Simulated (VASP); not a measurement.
## RhSi (relaxed from the NiAs type structure, space group P6_3/mmc): computed properties

These are PBEsol GGA, VASP's PBE PAW potentials (set 64) (plane waves; VASP 6.6.1) values and carry that method's errors.

For RhSi, the space group is P6_3/mmc (194), the cell is a = b = 3.5012 Å, c = 5.4282 Å, α = β = 90.00°, γ = 120.00° and the volume per atom comes out as 14.41 Å³/atom. The band gap (over mesh and band path) is none (metal, semimetal or under 0.01 eV) and the density is 7.55 g/cm³.

```xyz
4
Lattice="3.5012 0.0000 0.0000 -1.7506 3.0322 0.0000 0.0000 0.0000 5.4282" Properties=species:S:1:pos:R:3 pbc="T T T"
Rh     0.0000     0.0000     0.0000
Rh     0.0000     0.0000     2.7141
Si     0.0000     2.0214     1.3570
Si     1.7506     1.0107     4.0711
```

The structure was generated: RhSi was put into the NiAs type type (P6_3/mmc), which need not be its known phase. It was relaxed first, which changed the volume by -27 %. Symmetry was kept, so distortions that lower it aren't found.
